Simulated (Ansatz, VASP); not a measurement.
# MgSiCO in two plane-wave programs

One calculation is typed for both programs; each brings its own data sets. How far apart do they land? The cell is generated by rule, not measured, and may not be a known phase. The cell is taken from a series of runs on this material, whose earlier steps may have relaxed, scaled, displaced or heated it; both programs get it as it stands.

Method: plane waves, with VASP 6.6.1 beside it; zone-centre phonons at PBE, in Ansatz 0.2.0.

The structure was built from a prototype and need not be the compound's stable phase.

**1. Set-up**

The structure is trigonal, space group P3m1 (No. 156). The conventional cell has a = 3.244 Å, b = 3.244 Å, c = 10.713 Å, α = 90.00°, β = 90.00°, γ = 120.00°. Nearest to C lie 4 Si at 1.84 to 2.00 Å. C has 1 Si at 1.81 Å and 3 Mg at 2.11 Å nearest. Nearest to Mg lie 1 O at 2.05 Å and 3 C at 2.11 Å. Nearest to Mg lie 4 O at 1.96 to 2.17 Å. Nearest to O lie 4 Mg at 1.96 to 2.05 Å. Nearest to O lie 3 Si at 1.97 Å and 1 Mg at 2.17 Å. Farther neighbours and most contacts between anions are not listed.

As a file:

```
C Mg O Si
1.0
     3.24370    0.00000    0.00000
    -1.62185    2.80912    0.00000
     0.00000    0.00000   10.71263
C Mg O Si
2 2 2 2
Direct
  0.33333 0.66667 0.17973
  0.66667 0.33333 0.41357
  0.33333 0.66667 0.50501
  0.66667 0.33333 0.75011
  0.33333 0.66667 0.69601
  0.66667 0.33333 0.95240
  0.33333 0.66667 0.00813
  0.66667 0.33333 0.24504
```

**2. VASP: zone-centre phonons, PBE**

Second derivatives magnify differences that forces hide, and they need a tight electronic threshold.

Lines of VASP's logs that name or quote its potential files are left out, and so is its time.

INCAR

```
SYSTEM = MgSiCO
PREC = Accurate
ENCUT = 600
EDIFF = 1E-08
NELM = 120
ISMEAR = 1
SIGMA = 0.2
LREAL = .FALSE.
ALGO = Normal
GGA = PE
NBANDS = 24
LORBIT = 11
LWAVE = .FALSE.
LCHARG = .FALSE.
ISIF = 2
IBRION = 8
LASPH = .TRUE.
GGA_COMPAT = .FALSE.
KPAR = 2
```

POSCAR

```
MgSiCO
1.0
    3.2436953550      0.0000000000      0.0000000000
   -1.6218476775      2.8091225796      0.0000000000
    0.0000000000      0.0000000000     10.7126345066
C Mg O Si
2 2 2 2
Direct
    0.3333333333      0.6666666667      0.1797329674
    0.6666666667      0.3333333333      0.4135703993
    0.3333333333      0.6666666667      0.5050103588
    0.6666666667      0.3333333333      0.7501083336
    0.3333333333      0.6666666667      0.6960118332
    0.6666666667      0.3333333333      0.9523989526
    0.3333333333      0.6666666667      0.0081253320
    0.6666666667      0.3333333333      0.2450418230
```

KPOINTS

```
Automatic mesh
0
Gamma
12 12 4
0 0 0
```

PAW data sets: C, Mg, O and Si (PBE family, release 64).

On the command line:

```console
> mpirun -np 2 vasp_std
```

Numbers of over 12 decimals in the logs are rounded to 6 here.

Log:

```text
[banner, memory and clock lines left out]
running    2 mpi-ranks, on    1 nodes
 distrk:  each k-point on    1 cores,    2 groups
 distr:  one band on    1 cores,    1 groups

 POSCAR found type information on POSCAR C MgO Si
 POSCAR found :  4 types and       8 ions
 LDA part: xc-table for (Slater+PW92), standard interpolation
 POSCAR, INCAR and KPOINTS ok, starting setup
 FFT: planning ... GRIDC
 FFT: planning ... GRID_SOFT
 FFT: planning ... GRID
 WAVECAR not read
 entering main loop
       N       E                     dE             d eps       ncg     rms          rms(c)
DAV:   1     0.136066541557E+03    0.13607E+03   -0.15912E+04  3312   0.132E+03
DAV:   2    -0.451288031445E+02   -0.18120E+03   -0.16976E+03  4448   0.238E+02
DAV:   3    -0.570511092630E+02   -0.11922E+02   -0.11807E+02  4392   0.626E+01
DAV:   4    -0.571963574361E+02   -0.14525E+00   -0.14518E+00  3896   0.783E+00
DAV:   5    -0.571986493649E+02   -0.22919E-02   -0.22914E-02  4376   0.932E-01    0.165E+01
DAV:   6    -0.495844445853E+02    0.76142E+01   -0.31768E+01  3976   0.357E+01    0.899E+00
DAV:   7    -0.476237838909E+02    0.19607E+01   -0.90705E+00  4272   0.178E+01    0.496E+00
DAV:   8    -0.474960051455E+02    0.12778E+00   -0.84833E-01  4144   0.635E+00    0.285E+00
DAV:   9    -0.475429417579E+02   -0.46937E-01   -0.34817E-01  4384   0.418E+00    0.208E+00
DAV:  10    -0.474347313231E+02    0.10821E+00   -0.93443E-02  4280   0.230E+00    0.555E-01
DAV:  11    -0.474331631913E+02    0.15681E-02   -0.15769E-02  4000   0.103E+00    0.327E-01
DAV:  12    -0.474317758216E+02    0.13874E-02   -0.36192E-03  4544   0.427E-01    0.170E-01
DAV:  13    -0.474341797111E+02   -0.24039E-02   -0.26824E-03  4704   0.401E-01    0.315E-01
DAV:  14    -0.474316969521E+02    0.24828E-02   -0.91420E-04  4560   0.247E-01    0.419E-02
DAV:  15    -0.474316704393E+02    0.26513E-04   -0.22916E-04  4224   0.775E-02    0.159E-02
DAV:  16    -0.474316703609E+02    0.78384E-07   -0.80373E-06  4104   0.158E-02    0.151E-02
DAV:  17    -0.474316653170E+02    0.50439E-05   -0.36589E-06  4536   0.200E-02    0.102E-02
DAV:  18    -0.474316640412E+02    0.12758E-05   -0.79118E-06  4104   0.152E-02    0.724E-03
DAV:  19    -0.474316636078E+02    0.43345E-06   -0.10422E-06  4064   0.535E-03    0.436E-03
DAV:  20    -0.474316634916E+02    0.11613E-06   -0.84408E-07  3856   0.383E-03    0.122E-03
DAV:  21    -0.474316634771E+02    0.14558E-07   -0.31323E-08  4384   0.147E-03    0.483E-04
DAV:  22    -0.474316634619E+02    0.15134E-07   -0.23226E-08  3424   0.955E-04    0.272E-04
DAV:  23    -0.474316634628E+02   -0.82400E-09   -0.25162E-09  2112   0.353E-04
   1 F= -.47431663E+02 E0= -.47430896E+02  d E =-.230290E-02
 Linear response reoptimize wavefunctions to high precision
DAV:   1    -0.474316634597E+02    0.30871E-08   -0.79844E-10  2688   0.230E-04
DAV:   2    -0.474316634597E+02   -0.52296E-11   -0.20779E-10  1968   0.788E-05
 Linear response DOF=          16
 Linear response progress:
  Degree of freedom:   1/ 16
       N       E                     dE             d eps       ncg     rms          rms(c)
RMM:   1    -0.123123198361E+00   -0.12312E+00    0.49610E-02 29349   0.139E+00
RMM:   2    -0.120119742883E+00    0.30035E-02   -0.44301E-03 22379   0.290E-01    0.165E-01
RMM:   3    -0.120369579021E+00   -0.24984E-03   -0.81443E-04 22217   0.117E-01    0.853E-02
RMM:   4    -0.121307425960E+00   -0.93785E-03   -0.70117E-04 22982   0.101E-01    0.179E-02
RMM:   5    -0.121218584343E+00    0.88842E-04   -0.15281E-05 24708   0.192E-02    0.107E-02
RMM:   6    -0.121218249332E+00    0.33501E-06   -0.11461E-06 25495   0.431E-03    0.265E-03
RMM:   7    -0.121246675426E+00   -0.28426E-04    0.21234E-07 25516   0.248E-03    0.929E-04
RMM:   8    -0.121241071356E+00    0.56041E-05    0.62892E-07 25690   0.737E-04    0.164E-04
RMM:   9    -0.121240525487E+00    0.54587E-06    0.57707E-08 26317   0.162E-04    0.470E-05
RMM:  10    -0.121240671703E+00   -0.14622E-06   -0.40752E-09 26520   0.546E-05    0.141E-05
RMM:  11    -0.121240726051E+00   -0.54348E-07   -0.55603E-09 26433   0.146E-05    0.739E-06
RMM:  12    -0.121240739314E+00   -0.13263E-07    0.18126E-09 24746   0.972E-06    0.126E-06
RMM:  13    -0.121240745820E+00   -0.65062E-08    0.12154E-09 22247   0.227E-06    0.525E-07
 first order change of Fermi-energy   0.62862E-04
 force on displaced ion       1 direction 1 : -10.557  -0.001  -0.000
 Linear response progress:
  Degree of freedom:   2/ 16
       N       E                     dE             d eps       ncg     rms          rms(c)
RMM:   1    -0.140673770730E+00   -0.14067E+00    0.90987E-02  7099   0.152E+00
RMM:   2    -0.137226547955E+00    0.34472E-02   -0.60726E-03  5384   0.349E-01    0.203E-01
RMM:   3    -0.136903123385E+00    0.32342E-03   -0.23669E-03  5715   0.174E-01    0.116E-01
RMM:   4    -0.137604782670E+00   -0.70166E-03   -0.47568E-04  5646   0.790E-02    0.142E-01
[...]
RMM:   4    -0.392040077568E+00   -0.16332E-02   -0.99111E-04  5423   0.109E-01    0.469E-02
RMM:   5    -0.392082016541E+00   -0.41939E-04   -0.37162E-05  5697   0.223E-02    0.161E-02
RMM:   6    -0.392082838479E+00   -0.82194E-06   -0.14368E-05  5530   0.177E-02    0.504E-03
RMM:   7    -0.392145650879E+00   -0.62812E-04   -0.99287E-07  5623   0.545E-03    0.204E-03
[...]
RMM:  10    -0.393294130014E+00   -0.23988E-06   -0.46013E-09  5839   0.333E-04    0.801E-05
RMM:  11    -0.393294598308E+00   -0.46829E-06   -0.12914E-09  6083   0.700E-05    0.291E-05
RMM:  12    -0.393294699729E+00   -0.10142E-06   -0.44183E-09  5794   0.408E-05    0.836E-06
RMM:  13    -0.393294660836E+00    0.38893E-07   -0.29957E-09  6075   0.115E-05    0.419E-06
RMM:  14    -0.393294708283E+00   -0.47447E-07   -0.12558E-09  5614   0.654E-06    0.954E-07
RMM:  15    -0.393294713965E+00   -0.56814E-08   -0.10095E-09  4790   0.187E-06    0.414E-07
 first order change of Fermi-energy  -0.16979E+00
 force on displaced ion       6 direction 3 :  -0.000   0.000  -8.678
 Linear response progress:
  Degree of freedom:  13/ 16
       N       E                     dE             d eps       ncg     rms          rms(c)
RMM:   1    -0.150962225108E-01   -0.15096E-01    0.98860E-03 36914   0.722E-01
RMM:   2    -0.133976647735E-01    0.16986E-02   -0.11043E-03 22744   0.176E-01    0.854E-02
RMM:   3    -0.135029396953E-01   -0.10527E-03   -0.43063E-05 23543   0.321E-02    0.505E-02
RMM:   4    -0.136239747983E-01   -0.12104E-03   -0.31761E-05 23782   0.272E-02    0.897E-03
RMM:   5    -0.135429078204E-01    0.81067E-04   -0.19355E-06 24248   0.736E-03    0.269E-03
RMM:   6    -0.135402530580E-01    0.26548E-05   -0.28677E-08 25777   0.133E-03    0.120E-03
RMM:   7    -0.135364937916E-01    0.37593E-05    0.39709E-07 24588   0.103E-03    0.440E-04
RMM:   8    -0.135354350587E-01    0.10587E-05    0.58748E-08 25952   0.340E-04    0.942E-05
RMM:   9    -0.135352661162E-01    0.16894E-06    0.79124E-08 25357   0.101E-04    0.189E-05
RMM:  10    -0.135353616535E-01   -0.95537E-07   -0.33534E-08 26412   0.247E-05    0.598E-06
RMM:  11    -0.135353866452E-01   -0.24992E-07   -0.26087E-10 26187   0.608E-06    0.315E-06
RMM:  12    -0.135353935634E-01   -0.69182E-08    0.13981E-09 23057   0.506E-06    0.550E-07
 first order change of Fermi-energy  -0.13295E-04
 force on displaced ion       7 direction 1 :  -0.386   0.000  -0.000
 Linear response progress:
  Degree of freedom:  14/ 16
       N       E                     dE             d eps       ncg     rms          rms(c)
RMM:   1    -0.391787541257E-01   -0.39179E-01    0.12138E-02  8994   0.938E-01
RMM:   2    -0.351223562471E-01    0.40564E-02   -0.27635E-03  5330   0.277E-01    0.189E-01
RMM:   3    -0.365586896031E-01   -0.14363E-02   -0.22708E-03  5556   0.171E-01    0.306E-01
RMM:   4    -0.346383115357E-01    0.19204E-02   -0.80130E-04  5665   0.947E-02    0.733E-02
RMM:   5    -0.346598586092E-01   -0.21547E-04   -0.11447E-04  5791   0.479E-02    0.236E-02
RMM:   6    -0.347080984674E-01   -0.48240E-04   -0.14229E-05  5803   0.187E-02    0.603E-03
RMM:   7    -0.347147823800E-01   -0.66839E-05   -0.89838E-07  5931   0.471E-03    0.296E-03
RMM:   8    -0.347229435582E-01   -0.81612E-05   -0.51414E-07  5777   0.245E-03    0.890E-04
RMM:   9    -0.347252744250E-01   -0.23309E-05   -0.18335E-07  6095   0.699E-04    0.327E-04
RMM:  10    -0.347260064825E-01   -0.73206E-06   -0.14707E-08  6168   0.316E-04    0.108E-04
RMM:  11    -0.347261401675E-01   -0.13369E-06    0.14719E-08  5933   0.143E-04    0.314E-05
RMM:  12    -0.347261731844E-01   -0.33017E-07   -0.36595E-08  6138   0.433E-05    0.176E-05
RMM:  13    -0.347261917046E-01   -0.18520E-07   -0.12544E-08  5944   0.252E-05    0.439E-06
RMM:  14    -0.347261979074E-01   -0.62028E-08   -0.11134E-08  6079   0.652E-06    0.139E-06
 first order change of Fermi-energy   0.93803E+00
 force on displaced ion       7 direction 3 :   0.000  -0.000 -21.942
 Linear response progress:
  Degree of freedom:  15/ 16
       N       E                     dE             d eps       ncg     rms          rms(c)
RMM:   1    -0.167964469904E-01   -0.16796E-01    0.21054E-03 34173   0.665E-01
RMM:   2    -0.144924773144E-01    0.23040E-02   -0.12671E-03 22919   0.170E-01    0.102E-01
RMM:   3    -0.143703098260E-01    0.12217E-03   -0.83777E-05 23860   0.398E-02    0.606E-02
RMM:   4    -0.143191858615E-01    0.51124E-04   -0.78042E-05 22689   0.402E-02    0.709E-03
RMM:   5    -0.142785379459E-01    0.40648E-04   -0.30571E-06 24677   0.847E-03    0.292E-03
RMM:   6    -0.142752412800E-01    0.32967E-05   -0.85534E-08 25541   0.157E-03    0.207E-03
RMM:   7    -0.142706141171E-01    0.46272E-05   -0.41704E-08 24368   0.149E-03    0.656E-04
RMM:   8    -0.142697533851E-01    0.86073E-06    0.99517E-08 25413   0.375E-04    0.116E-04
RMM:   9    -0.142695413149E-01    0.21207E-06   -0.18015E-08 25897   0.104E-04    0.313E-05
RMM:  10    -0.142696739949E-01   -0.13268E-06   -0.23320E-08 26006   0.362E-05    0.905E-06
RMM:  11    -0.142696717566E-01    0.22383E-08    0.47634E-10 26079   0.119E-05    0.396E-06
 first order change of Fermi-energy  -0.10579E-04
 force on displaced ion       8 direction 1 : -10.495  -0.001  -0.000
 Linear response progress:
  Degree of freedom:  16/ 16
       N       E                     dE             d eps       ncg     rms          rms(c)
RMM:   1    -0.414357429142E-01   -0.41436E-01    0.82583E-03  8841   0.908E-01
RMM:   2    -0.361094308353E-01    0.53263E-02   -0.36301E-03  5419   0.278E-01    0.336E-01
RMM:   3    -0.473065345031E-01   -0.11197E-01   -0.13913E-02  6549   0.350E-01    0.837E-01
RMM:   4    -0.345074340150E-01    0.12799E-01   -0.62411E-03  6180   0.245E-01    0.791E-02
RMM:   5    -0.343229065510E-01    0.18453E-03   -0.22834E-04  5715   0.590E-02    0.255E-02
RMM:   6    -0.343113468662E-01    0.11560E-04   -0.20641E-05  5725   0.215E-02    0.921E-03
RMM:   7    -0.343031786784E-01    0.81682E-05   -0.36230E-06  5902   0.896E-03    0.356E-03
RMM:   8    -0.343015002012E-01    0.16785E-05   -0.20498E-07  5960   0.262E-03    0.168E-03
RMM:   9    -0.343036693633E-01   -0.21692E-05    0.13829E-07  5908   0.145E-03    0.280E-04
RMM:  10    -0.343036832741E-01   -0.13911E-07   -0.32478E-08  6063   0.312E-04    0.124E-04
RMM:  11    -0.343035855154E-01    0.97759E-07   -0.11213E-07  6178   0.164E-04    0.499E-05
RMM:  12    -0.343035429190E-01    0.42596E-07    0.14708E-08  5969   0.556E-05    0.200E-05
RMM:  13    -0.343035270707E-01    0.15848E-07   -0.61967E-09  6007   0.322E-05    0.521E-06
RMM:  14    -0.343035381393E-01   -0.11069E-07   -0.93554E-09  6143   0.861E-06    0.196E-06
RMM:  15    -0.343035413712E-01   -0.32319E-08    0.67089E-09  5597   0.294E-06    0.633E-07
 first order change of Fermi-energy  -0.10562E+01
 force on displaced ion       8 direction 3 :   0.000  -0.000 -29.613
 Linear response finished
```

(Continued in part 2 of 3.)

[Lines on the potential files, build, host, timing and source positions are cut from VASP's logs without a mark.]

[Logs are printed without paths, hosts, clocks, repeated set-up lines and the standing remarks that a program may print on its own settings, such as how far it seeks lower states.]

[Hosts, paths, dates, database ids (printed as entryN), source tags and the programs' standing remarks are cut or masked in the printed files.]
